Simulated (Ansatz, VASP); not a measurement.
## H3C2N (liquid acetonitrile at 293 K): VASP beside Ansatz

Aim: how closely do two programs agree when they are given the same cell, functional and k mesh? The cell is taken from a series of runs on this material, whose earlier steps may have relaxed, scaled, displaced or heated it; both programs get it as it stands.

Main program and level: Ansatz 0.2.0; plane waves, with VASP 6.6.1 beside it; single point at PBE with D4.

### Step 1. The starting structure

The cell holds 102 atoms: 34 C, 17 N and 51 H. Cell: a = 11.382 Å, b = 11.382 Å, c = 11.382 Å, α = 90.0°, β = 90.0°, γ = 90.0°. As first built, before any earlier steps moved the atoms (in the runner's words): 17 acetonitrile placed at random, at 0.786 g/cm^3; overlaps pushed apart, then 10 ps at 393 K with MMFF94 bonds, angles, torsions, charges and radii (Halgren, J. Comput. Chem. 17, 490 (1996)) in harmonic and 12-6 forms. Snapshot after 20 ps at 293 K and fixed volume.

### Step 2. Ansatz: single point, PBE with D4

Ansatz runs on its default PAW (the set named soft_2) files.

With cell and atoms fixed, the geometry can't cause a difference; cores, projectors, grids and the points listed under the comparison can.

The input, input.yaml:

```yaml
crystal:
  lattice:
    - [11.38169, 0.0, 0.0]
    - [0.0, 11.38169, 0.0]
    - [0.0, 0.0, 11.38169]
  atoms:
    - { symbol: C, position: [0.3204, 0.28391, 0.76625] }
    - { symbol: C, position: [0.40278, 0.32085, 0.67927] }
    - { symbol: "N", position: [0.48435, 0.33634, 0.62266] }
    - { symbol: H, position: [0.34797, 0.21256, 0.82316] }
    - { symbol: H, position: [0.24419, 0.24449, 0.72326] }
    - { symbol: H, position: [0.2892, 0.35673, 0.82285] }
    - { symbol: C, position: [0.95087, 0.595, 0.5615] }
    - { symbol: C, position: [0.0621, 0.55362, 0.61757] }
    - { symbol: "N", position: [0.13486, 0.50208, 0.66725] }
    - { symbol: H, position: [0.8893, 0.52896, 0.53373] }
    - { symbol: H, position: [0.97988, 0.63011, 0.47733] }
    - { symbol: H, position: [0.90098, 0.65824, 0.60885] }
    - { symbol: C, position: [0.23738, 0.72641, 0.86208] }
    - { symbol: C, position: [0.17156, 0.72747, 0.97213] }
    - { symbol: "N", position: [0.11323, 0.73408, 0.05497] }
    - { symbol: H, position: [0.17327, 0.74839, 0.78835] }
    - { symbol: H, position: [0.27999, 0.64448, 0.85564] }
    - { symbol: H, position: [0.30161, 0.79875, 0.85552] }
    - { symbol: C, position: [0.46922, 0.67039, 0.5521] }
    - { symbol: C, position: [0.41514, 0.60039, 0.46078] }
    - { symbol: "N", position: [0.36708, 0.53847, 0.39711] }
    - { symbol: H, position: [0.56378, 0.68021, 0.53774] }
    - { symbol: H, position: [0.45524, 0.62715, 0.64158] }
    - { symbol: H, position: [0.43972, 0.75717, 0.552] }
    - { symbol: C, position: [0.96122, 0.29622, 0.90822] }
    - { symbol: C, position: [0.92013, 0.31704, 0.78654] }
    - { symbol: "N", position: [0.89059, 0.32871, 0.68924] }
    - { symbol: H, position: [0.9797, 0.20274, 0.91841] }
    - { symbol: H, position: [0.89089, 0.31517, 0.97504] }
    - { symbol: H, position: [0.0353, 0.35164, 0.92058] }
    - { symbol: C, position: [0.47702, 0.34782, 0.1926] }
    - { symbol: C, position: [0.49933, 0.29537, 0.07943] }
    - { symbol: "N", position: [0.51591, 0.25858, 0.98559] }
    - { symbol: H, position: [0.39866, 0.31902, 0.2283] }
    - { symbol: H, position: [0.48656, 0.4423, 0.2009] }
    - { symbol: H, position: [0.54055, 0.29248, 0.25204] }
    - { symbol: C, position: [0.21717, 0.08568, 0.07038] }
    - { symbol: C, position: [0.18288, 0.07842, 0.19174] }
    - { symbol: "N", position: [0.16111, 0.07923, 0.28985] }
    - { symbol: H, position: [0.20223, 0.00349, 0.02143] }
    - { symbol: H, position: [0.30882, 0.1052, 0.05755] }
    - { symbol: H, position: [0.16825, 0.15081, 0.02058] }
    - { symbol: C, position: [0.69592, 0.38274, 0.46106] }
    - { symbol: C, position: [0.74045, 0.26876, 0.47426] }
    - { symbol: "N", position: [0.78783, 0.17787, 0.48323] }
    - { symbol: H, position: [0.60345, 0.38511, 0.44586] }
    - { symbol: H, position: [0.73915, 0.43084, 0.38834] }
    - { symbol: H, position: [0.70524, 0.42859, 0.54835] }
    - { symbol: C, position: [0.88342, 0.0818, 0.20999] }
    - { symbol: C, position: [0.83472, 0.19775, 0.19578] }
    - { symbol: "N", position: [0.79948, 0.29119, 0.18473] }
    - { symbol: H, position: [0.91508, 0.06626, 0.30075] }
    - { symbol: H, position: [0.95399, 0.06736, 0.15016] }
    - { symbol: H, position: [0.8153, 0.01633, 0.19837] }
    - { symbol: C, position: [0.63255, 0.08187, 0.76851] }
    - { symbol: C, position: [0.68952, 0.04705, 0.87723] }
    - { symbol: "N", position: [0.73157, 0.02541, 0.96849] }
    - { symbol: H, position: [0.66346, 0.16121, 0.73645] }
    - { symbol: H, position: [0.53738, 0.08214, 0.77839] }
    - { symbol: H, position: [0.65023, 0.0244, 0.69258] }
    - { symbol: C, position: [0.83076, 0.77776, 0.00194] }
    - { symbol: C, position: [0.79919, 0.77309, 0.87622] }
    - { symbol: "N", position: [0.78374, 0.77312, 0.77348] }
    - { symbol: H, position: [0.87034, 0.86113, 0.03267] }
    - { symbol: H, position: [0.90135, 0.71306, 0.02063] }
    - { symbol: H, position: [0.75467, 0.75574, 0.05877] }
    - { symbol: C, position: [0.93578, 0.97365, 0.61907] }
    - { symbol: C, position: [0.01205, 0.99291, 0.7195] }
    - { symbol: "N", position: [0.0755, 0.01292, 0.8001] }
    - { symbol: H, position: [0.95377, 0.8926, 0.57422] }
    - { symbol: H, position: [0.94227, 0.05043, 0.56203] }
    - { symbol: H, position: [0.84298, 0.97978, 0.64354] }
    - { symbol: C, position: [0.47623, 0.11052, 0.40423] }
    - { symbol: C, position: [0.47976, 0.99572, 0.35091] }
    - { symbol: "N", position: [0.47813, 0.90266, 0.31524] }
    - { symbol: H, position: [0.48132, 0.10419, 0.49649] }
    - { symbol: H, position: [0.41193, 0.17072, 0.38289] }
    - { symbol: H, position: [0.55399, 0.15733, 0.38835] }
    - { symbol: C, position: [0.08426, 0.42298, 0.32276] }
    - { symbol: C, position: [0.11193, 0.39637, 0.19327] }
    - { symbol: "N", position: [0.14818, 0.37441, 0.10131] }
    - { symbol: H, position: [0.04165, 0.50988, 0.32937] }
    - { symbol: H, position: [0.16836, 0.41484, 0.36761] }
    - { symbol: H, position: [0.0249, 0.35846, 0.35869] }
    - { symbol: C, position: [0.59567, 0.69519, 0.20773] }
    - { symbol: C, position: [0.67136, 0.68812, 0.31464] }
    - { symbol: "N", position: [0.73589, 0.67134, 0.39158] }
    - { symbol: H, position: [0.64143, 0.64016, 0.14487] }
    - { symbol: H, position: [0.58778, 0.78223, 0.17156] }
    - { symbol: H, position: [0.50456, 0.6624, 0.22672] }
    - { symbol: C, position: [0.18046, 0.76983, 0.32204] }
    - { symbol: C, position: [0.17834, 0.83381, 0.43552] }
    - { symbol: "N", position: [0.18444, 0.8727, 0.5265] }
    - { symbol: H, position: [0.27358, 0.7527, 0.30679] }
    - { symbol: H, position: [0.13821, 0.82265, 0.25208] }
    - { symbol: H, position: [0.14595, 0.68456, 0.32798] }
    - { symbol: C, position: [0.64675, 0.45068, 0.82202] }
    - { symbol: C, position: [0.56741, 0.53464, 0.87509] }
    - { symbol: "N", position: [0.51746, 0.61284, 0.91708] }
    - { symbol: H, position: [0.72209, 0.46036, 0.87588] }
    - { symbol: H, position: [0.67582, 0.47738, 0.73605] }
    - { symbol: H, position: [0.62453, 0.35574, 0.81378] }
kpoints:
  mp_grid: { grid: [1, 1, 1] }
hamiltonian:
  xc: pbe
  dispersion: d4
scf:
  occupations: { method: gaussian, width: 0.05 }
output:
  forces: true
  stress: true
  populations: true
  dos:
    method: { smearing: { sigma: 0.1 } }
    de: 0.1
    projected: { site_lists: { C: [C], H: [H], "N": ["N"] } }
  eigenvalues: true
  write_density: true
  write_potential: true
  volumetric_format: npy
```

Run with:

```
ansatz run input.yaml --threads 4 --pin off --max-ram 8192MiB --backend cpu --events-out ev --progress --plain --runs-dir out
```

Numbers of over 12 decimals in the logs are rounded to 6 here.

The program printed:

```text
Engine: ansatz 0.2.0, aarch64-unknown-linux-gnu
Pseudopotentials: kind: paw
Pseudopotential: C, paw, valence charge 4, recommended cutoff 420 eV (normal), C.paw.azcp
Pseudopotential: N, paw, valence charge 5, recommended cutoff 420 eV (normal), N.paw.azcp
Pseudopotential: H, paw, valence charge 1, recommended cutoff 420 eV (normal), H.paw.azcp
Functional definition: PBE
  parameter kappa = 0.804
  parameter beta = 0.066725
  exchange = pbe_x(kappa = kappa, mu = beta*pi^2/3)
  correlation = pbe_c(beta = beta)
Crystal: 102 atoms, lattice volume = 1474.417 Å³
Basis set: ecut = 420 eV, 28671 PW (Γ), exchange–correlation on 160×160×160 points (8 copies of the dense FFT grid, shifted against one another)
Bands: 238, of which v1, the nominal top of the filled ones, is band 136 counted from 1 (135 counted from 0)
Symmetry: 1 space group operations
Space group: P1 (ITA 1), of the structure as read, at distance tolerance 1.1e-4 Å
k-points: 1
Non-local potential: C, projectors of the file, l = 0: 2, l = 1: 2, l = 2: 1
Non-local potential: N, projectors of the file, l = 0: 2, l = 1: 2, l = 2: 1
Non-local potential: H, projectors of the file, l = 0: 2, l = 1: 1
PAW form: soft (Blöchl's): semilocal exchange-correlation on the pseudo side does not see the compensation charge
PAW one-centre angular grid: C, 110 points (default); XC on 64 Gauss nodes
PAW one-centre angular grid: N, 110 points (default); XC on 64 Gauss nodes
PAW one-centre angular grid: H, 110 points (default); XC on 64 Gauss nodes
Initial density: superposition of atomic densities (neutral atoms: chi_scale 0, normalization atom), corrected by the library's trained network
Initial wavefunctions: pseudopotential atomic-orbital guess
Functional: x = pbe(κ = 0.804, μ = 0.219515), c = pbe(β = 0.066725)
SCF iter   1: F=—  HF=-15869.528242 eV  |F-HF|=—  |Δ(HF+E_count)|=         —  Δρ=3.21e-3  dr2=2.09e-1  ethr=1.77e-3  ⟨swp⟩=6.0  Hψ=1082  notcnv=0  defer=31
preconditioner: auto → Resta (q_TF=auto, 2.058 Å⁻¹)  ε∞=2.3  [insulator: Δε(μ)=6.208 eV  Ē_g=14.187 eV  σ=0.050 eV  W_gap=1.00  n_scr=202 (ndim 8)  ℏωp=15.9 eV  f_vac=0.277  D(μ)=0.00/eV (n_scr^D=0)  ε∞_Penn≈2.3]
SCF iter   2: F=—  HF=-15869.566574 eV  |F-HF|=—  |Δ(HF+E_count)|=   3.83e-2  Δρ=1.92e-3  dr2=6.83e-2  ethr=7.67e-5  ⟨swp⟩=2.0  Hψ=415  notcnv=0  defer=96
SCF iter   3: F=—  HF=-15869.574115 eV  |F-HF|=—  |Δ(HF+E_count)|=   7.54e-3  Δρ=9.91e-4  dr2=2.54e-2  ethr=2.51e-5  ⟨swp⟩=2.0  Hψ=282  notcnv=0  defer=96
SCF iter   4: F=—  HF=-15869.575674 eV  |F-HF|=—  |Δ(HF+E_count)|=   1.56e-3  Δρ=2.81e-4  dr2=1.90e-3  ethr=9.33e-6  ⟨swp⟩=2.0  Hψ=283  notcnv=0  defer=96
SCF iter   5: F=—  HF=-15869.575305 eV  |F-HF|=—  |Δ(HF+E_count)|=   3.69e-4  Δρ=2.10e-4  dr2=8.45e-4  ethr=7.00e-7  ⟨swp⟩=2.0  Hψ=394  notcnv=0  defer=96
SCF iter   6: F=—  HF=-15869.575154 eV  |F-HF|=—  |Δ(HF+E_count)|=   1.51e-4  Δρ=9.52e-5  dr2=1.56e-4  ethr=3.11e-7  ⟨swp⟩=2.0  Hψ=275  notcnv=0  defer=96
SCF iter   7: F=—  HF=-15869.575135 eV  |F-HF|=—  |Δ(HF+E_count)|=   1.86e-5  Δρ=2.46e-5  dr2=1.06e-5  ethr=5.75e-8  ⟨swp⟩=2.0  Hψ=275  notcnv=0  defer=96
SCF iter   8: F=—  HF=-15869.575290 eV  |F-HF|=—  |Δ(HF+E_count)|=   1.55e-4  Δρ=1.83e-5  dr2=6.32e-6  ethr=3.89e-9  ⟨swp⟩=2.0  Hψ=276  notcnv=0  defer=96
SCF iter   9: F=—  HF=-15869.575289 eV  |F-HF|=—  |Δ(HF+E_count)|=   1.22e-6  Δρ=4.30e-6  dr2=2.97e-7  ethr=2.32e-9  ⟨swp⟩=2.0  Hψ=272  notcnv=0  defer=96
SCF iter  10: F=-15869.575289 eV  HF=-15869.575289 eV  |F-HF|=2.98e-8  |Δ(HF+E_count)|=   9.43e-8  Δρ=1.89e-6  dr2=6.32e-8  ethr=3.68e-11  ⟨swp⟩=19.0  Hψ=2065  notcnv=0
SCF 1 converged in 10 iterations: F = -15869.575289 eV  dr2 = 6.32e-8
  greatest PAW one-centre occupation: 0.845 electrons in one spin orbital (limit 2), on the N atom at site 92 (counted from 0), in its partial waves of l = 0
[...]
atom  31  C      3.15128302    -1.86467477     0.77550434
  atom  32  C     -0.34715749     0.67874630    -0.68300086
  atom  33  N     -0.01125521    -0.21009873     0.18900098
  atom  34  H     -2.52570966    -0.35980922     0.50474779
  atom  35  H      0.23036879     0.12214514    -0.11806046
  atom  36  H     -0.57588979     1.66516989    -0.77998485
  atom  37  C     -0.41286201    -0.76434412    -0.96453664
  atom  38  C      0.83342316     0.30621078    -1.97273161
  atom  39  N     -0.55443008    -0.04943921     2.12689450
  atom  40  H     -0.13694641    -0.11975514     0.30785563
  atom  41  H      0.76214101     0.25900366     0.28683794
  atom  42  H     -0.28603702     0.41811595     0.15548872
  atom  43  C      0.24458466     1.96309333     0.65656303
  atom  44  C      1.32927309    -2.20068303    -0.02927565
  atom  45  N     -0.77598445     0.66277096    -0.14362014
  atom  46  H     -1.03250334    -0.17280274    -0.24625281
  atom  47  H      0.05801075    -0.15388431     0.39455874
  atom  48  H      0.18870657    -0.16796109    -0.87393241
  atom  49  C     -0.53868667    -0.19359958     1.33055311
  atom  50  C      0.85000386    -1.81159867     0.34179936
  atom  51  N     -0.85105758     2.07949461    -0.27325165
  atom  52  H      0.06963757     0.44485538    -0.27170951
  atom  53  H      0.65011332    -0.19934080    -0.68856011
  atom  54  H     -0.35962072    -0.25507041    -0.42736891
[...]
atom  95  H      0.35862484    -0.44342900     0.23436490
  atom  96  H     -1.11502579    -1.35055536     0.25578065
  atom  97  C     -0.30807313    -0.60943611    -0.17938149
  atom  98  C     -0.07914164    -0.41009776    -0.61043861
  atom  99  N     -0.40895824     0.16276005     0.27002170
  atom 100  H      1.36446141    -0.31034857     0.76582839
  atom 101  H     -0.07321948     0.48452796    -0.65350668
  atom 102  H     -0.40008235     0.82189200     0.51517884
  max |Σ_I F_I| component: 1.12e-4 eV/Å
--- Stress (GPa, compression-positive) ---
        1.090132       0.222132      -0.779356
        0.222133       1.674383       0.367661
       -0.779355       0.367660      -0.180109
  P = ⅓ Tr σ = 0.8615 GPa (8.615 kbar)
--- Band table (eV) ---
  k-point 0: bands = [... 132 lower, -3.8528, -3.7707, -3.7068, -3.5864, 2.3918, 2.7705, 2.8760, 2.8804, ... 98 higher]
--- Löwdin populations: 102 sites ---
  site symbol       q [e]
     0      C      4.4947
     1      C      3.7495
     2      N      5.2360
     3      H      0.7566
     4      H      0.7385
     5      H      0.7467
     6      C      4.4903
     7      C      3.7815
     8      N      5.2114
     9      H      0.7576
    10      H      0.7759
    11      H      0.7408
    12      C      4.4806
    13      C      3.7572
    14      N      5.2339
    15      H      0.7535
    16      H      0.7370
    17      H      0.7526
    18      C      4.4942
    19      C      3.7630
    20      N      5.2290
    21      H      0.7474
    22      H      0.7634
    23      H      0.7327
[...]
94      H      0.7590
    95      H      0.7643
    96      C      4.4866
    97      C      3.7721
    98      N      5.2259
    99      H      0.7433
   100      H      0.7598
   101      H      0.7629
  spilling = 0.016197 (of n_electrons = 272.000000)
```

Reading the cycles: dr2 is the Hartree energy of the density residual (eV), the measure of convergence; HF is the Harris–Foulkes estimate of the energy, which meets the free energy F at convergence.

### Step 3. VASP: single point, PBE with D4

The same cell, functional, mesh and smearing now go to VASP, with its own data sets.

Lines of VASP's logs that name or quote its potential files are left out, and so is its time.

The input, INCAR:

```
SYSTEM = H3C2N
PREC = Accurate
ENCUT = 600
EDIFF = 1E-06
NELM = 120
ISMEAR = 0
SIGMA = 0.05
LREAL = Auto
ALGO = Normal
GGA = PE
IVDW = 13
NBANDS = 208
LORBIT = 11
LWAVE = .FALSE.
LCHARG = .FALSE.
ISIF = 2
LASPH = .TRUE.
GGA_COMPAT = .FALSE.
EFERMI = MIDGAP
NCORE = 2
```

The input, POSCAR:

```
H3C2N
1.0
   11.3816900000      0.0000000000      0.0000000000
    0.0000000000     11.3816900000      0.0000000000
    0.0000000000      0.0000000000     11.3816900000
C N H
34 17 51
Direct
    0.3204000000      0.2839100000      0.7662500000
    0.4027800000      0.3208500000      0.6792700000
    0.9508700000      0.5950000000      0.5615000000
    0.0621000000      0.5536200000      0.6175700000
    0.2373800000      0.7264100000      0.8620800000
    0.1715600000      0.7274700000      0.9721300000
    0.4692200000      0.6703900000      0.5521000000
    0.4151400000      0.6003900000      0.4607800000
    0.9612200000      0.2962200000      0.9082200000
    0.9201300000      0.3170400000      0.7865400000
    0.4770200000      0.3478200000      0.1926000000
    0.4993300000      0.2953700000      0.0794300000
    0.2171700000      0.0856800000      0.0703800000
    0.1828800000      0.0784200000      0.1917400000
    0.6959200000      0.3827400000      0.4610600000
    0.7404500000      0.2687600000      0.4742600000
    0.8834200000      0.0818000000      0.2099900000
    0.8347200000      0.1977500000      0.1957800000
    0.6325500000      0.0818700000      0.7685100000
    0.6895200000      0.0470500000      0.8772300000
    0.8307600000      0.7777600000      0.0019400000
    0.7991900000      0.7730900000      0.8762200000
    0.9357800000      0.9736500000      0.6190700000
    0.0120500000      0.9929100000      0.7195000000
    0.4762300000      0.1105200000      0.4042300000
    0.4797600000      0.9957200000      0.3509100000
    0.0842600000      0.4229800000      0.3227600000
    0.1119300000      0.3963700000      0.1932700000
    0.5956700000      0.6951900000      0.2077300000
    0.6713600000      0.6881200000      0.3146400000
[... 66 atom lines left out ...]
    0.2735800000      0.7527000000      0.3067900000
    0.1382100000      0.8226500000      0.2520800000
    0.1459500000      0.6845600000      0.3279800000
    0.7220900000      0.4603600000      0.8758800000
    0.6758200000      0.4773800000      0.7360500000
    0.6245300000      0.3557400000      0.8137800000
```

The input, KPOINTS:

```
Automatic mesh
0
Gamma
1 1 1
0 0 0
```

Potentials, in the order of the species: C, N and H (PBE family, release 64).

Run with:

```
mpirun -np 8 vasp_gam
```

The program printed:

```text
[banner, memory and clock lines left out]
running    8 mpi-ranks, on    1 nodes
[...]
LDA part: xc-table for (Slater+PW92), standard interpolation
 POSCAR, INCAR and KPOINTS ok, starting setup
[...]
entering main loop
       N       E                     dE             d eps       ncg     rms          rms(c)
DAV:   1     0.215356570019E+04    0.21536E+04   -0.14202E+05   424   0.130E+03
DAV:   2    -0.383924204762E+03   -0.25375E+04   -0.24216E+04   544   0.286E+02
DAV:   3    -0.682297302464E+03   -0.29837E+03   -0.29573E+03   520   0.100E+02
DAV:   4    -0.690556703797E+03   -0.82594E+01   -0.82131E+01   520   0.196E+01
[...]
DAV:  19    -0.624220866373E+03    0.30252E-05   -0.57281E-06   448   0.668E-03    0.261E-03
DAV:  20    -0.624220865025E+03    0.13478E-05   -0.62611E-07   352   0.399E-03    0.120E-03
DAV:  21    -0.624220864856E+03    0.16985E-06   -0.85195E-07   344   0.253E-03
   1 F= -.62831145E+03 E0= -.62831145E+03  d E =0.000000E+00
```

From OUTCAR (step 3):

```text
  FREE ENERGIE OF THE ION-ELECTRON SYSTEM (eV)
  ---------------------------------------------------
  free  energy   TOTEN  =      -628.3114526627 eV

  energy  without entropy=     -628.3114526627  energy(sigma->0) =     -628.31145266

[... 1 further part left out ...]
```

The run ends at a pressure of 1.02 GPa, with forces up to 5.6 eV/Å.

### Step 4. Side by side

Known differences besides the potentials themselves: the cutoff is 420 eV in Ansatz and 600 eV in VASP (PREC = Accurate, projectors in real space). Total energies have different zeros and are not compared.

Compared:

| quantity | Ansatz | VASP | difference |
| --- | --- | --- | --- |
| pressure (GPa) | 0.86 | 1.02 | -0.16 |
| gap on the k mesh (eV) | 5.978 | 5.987 | -0.009 |

Forces on 7 of the 102 atoms, those with the largest forces and the largest differences (eV/Å; atoms numbered as in POSCAR):

| atom | Ansatz x, y, z | VASP x, y, z |
| --- | --- | --- |
| C11 | 3.151, -1.865, 0.775 | 3.144, -1.864, 0.760 |
| C26 | -0.586, 3.063, 1.139 | -0.578, 3.591, 1.344 |
| C28 | -0.551, 0.523, 3.013 | -0.713, 0.624, 3.433 |
| C32 | -0.271, -2.594, -4.285 | -0.307, -2.838, -4.851 |
| N43 | -0.851, 2.079, -0.273 | -1.024, 2.537, -0.327 |
| N47 | -0.010, -2.901, -1.150 | -0.018, -3.419, -1.349 |
| N50 | 0.227, 1.760, 3.807 | 0.264, 2.001, 4.370 |

The forces differ by 145 meV/Å r.m.s., which is 14.0 % of the r.m.s. force of 1.034 eV/Å (both taken over all components). A gap on the mesh is an upper bound, since the band edges may lie between its points.

### Step 5. Results

| Quantity | Value |
| --- | --- |
| r.m.s. force difference (single point, PBE with D4) | 14 % of the r.m.s. force |

**Reading.** The r.m.s. force difference is 14 % of the r.m.s. force (single point, PBE with D4), beyond the 3 % picked in this series as the mark of a large difference. What causes the difference of the single point, PBE with D4 pair stays open here. How closely two codes agree says nothing of how well the functional describes the real material.

[Lines on the potential files, build, host, timing and source positions are cut from VASP's logs without a mark.]

[Logs are printed without paths, hosts, clocks, repeated set-up lines and the standing remarks that a program may print on its own settings, such as how far it seeks lower states.]

[Hosts, paths, dates, database ids (printed as entryN), source tags and the programs' standing remarks are cut or masked in the printed files.]

[The MMFF94 radii named for the starting cell were scaled by 0.96; in molecules described by MMFF94, hydrogen bound to N, O or S took a small fixed 12-6 site in their place.]
